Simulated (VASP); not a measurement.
These are PBE GGA, VASP's PBE PAW potentials (set 64) (plane waves; VASP) values and carry that method's errors.

VASP input:

INCAR:
```
# general
SYSTEM   =  KBr
PREC     =  Accurate
ENCUT    =  400
LREAL    =  .FALSE.
LASPH    =  .TRUE.

# electronic loop
EDIFF    =  1E-6
NELM     =  100
ALGO     =  Normal
IMIX     =  1
AMIX     =  0.1
BMIX     =  3.0
LMAXMIX  =  4

# smearing
ISMEAR   =  0
SIGMA    =  0.05

# functional
GGA      =  PE

# ions
ISIF     =  2

# output
LWAVE    =  .FALSE.
LCHARG   =  .FALSE.
```

**POSCAR**
```
KBr
1
    0.0000000000     3.3660000000     3.3660000000
    3.3660000000     0.0000000000     3.3660000000
    3.3660000000     3.3660000000     0.0000000000
K Br
1 1
Direct
  0.0000000000   0.0000000000   0.0000000000
  0.5000000000   0.5000000000   0.5000000000
```

File KPOINTS:
```
Automatic mesh
0
Gamma
6 6 6
0 0 0
```

POTCAR, in this order: K_sv Br (PBE.64 set). Program: vasp_std.

Task: What will the output report for the number of irreducible k-points (NKPTS), number of bands (NBANDS), largest plane-wave count, number of space-group operations, FFT grid (NGX, NGY, NGZ)?

Result: 
number of irreducible k-points (NKPTS): 16
number of bands (NBANDS): 12
largest plane-wave count: 1411
number of space-group operations: 48
FFT grid (NGX, NGY, NGZ): 32 × 32 × 32

The compound is KBr in the rock salt structure. The cell was not relaxed at this level. The run is one of a series of settings (AMIX = 0.1, BMIX = 3.0, IMIX = 1 against the base run), some of them coarse on purpose.
